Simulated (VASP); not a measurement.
Runs of VASP 6.6.1 on Si2W. It takes space group I4/mmm (No. 139, tetragonal). The conventional cell has a = 3.215 Å, b = 3.215 Å, c = 7.802 Å, α = 90.00°, β = 90.00°, γ = 90.00°. Si (site symmetry 4mm) is surrounded by 5 Si at 2.57 to 2.63 Å and 5 W at 2.61 Å. W (site symmetry 4/mmm) has 10 Si at 2.61 Å as nearest neighbours. The cell is a database's computed one.

```csv
task,level,potentials or basis,cell,k mesh,cutoff (eV),mesh quality,gap on the mesh (eV),pressure (GPa),relaxed volume (Å³/atom)
relaxation of cell and atoms,PBEsol,"VASP PAW PBE potentials, release 64 (Si, W_sv)",relaxed,18 × 18 × 18,600,not flagged,none,0.0,(a)
relaxation of cell and atoms,PBE+D3(BJ),"VASP PAW PBE potentials, release 64 (Si, W_sv)",relaxed,18 × 18 × 18,600,not flagged,none,0.0,13.26
single point,PBEsol,"VASP PAW PBE potentials, release 64 (Si, W_sv)",as given,18 × 18 × 18,520,not flagged,none,-0.8,-
relaxation of cell and atoms,RPBE,"VASP PAW PBE potentials, release 64 (Si, W_sv)",relaxed,18 × 18 × 18,600,not flagged,none,0.0,13.83
relaxation of cell and atoms,LDA,"VASP PAW LDA potentials, release 64 (Si, W_sv)",relaxed,18 × 18 × 18,600,not flagged,none,0.0,(b)
relaxation of cell and atoms,PBEsol,"VASP PAW PBE potentials, release 64 (Si, W_sv)",relaxed,18 × 18 × 18,300,not flagged,none,0.0,13.35
relaxation of cell and atoms,PBEsol,"VASP PAW PBE potentials, release 64 (Si, W_sv)",relaxed,6 × 6 × 6,600,coarse,none,0.0,13.37
relaxation of cell and atoms,PBEsol,"VASP PAW PBE potentials, release 64 (Si, W)",relaxed,18 × 18 × 18,580,not flagged,none,0.0,13.35
```

Alike in all rows: no spin polarisation; smearing gaussian 0.1 eV.

Problem. Estimate the missing entries.

Solution. (a) 13.38; (b) 13.19.

Caveats: some runs use coarse meshes; the PAW data sets were made with another functional, which shifts forces and pressure a little (some runs); pairwise dispersion overbinds metals, which lowers pressure and volume (some runs); the cutoff is under 1.25 times the usual one of these potentials, so pressure, stress and relaxed cells hold a basis-set (Pulay) error (some runs).

A k mesh can miss the band edges, and the runs leave out spin-orbit coupling on W.

A gap of «none» marks a metal or a gap under the smearing width.

The runs don't all hold the same shells in valence.
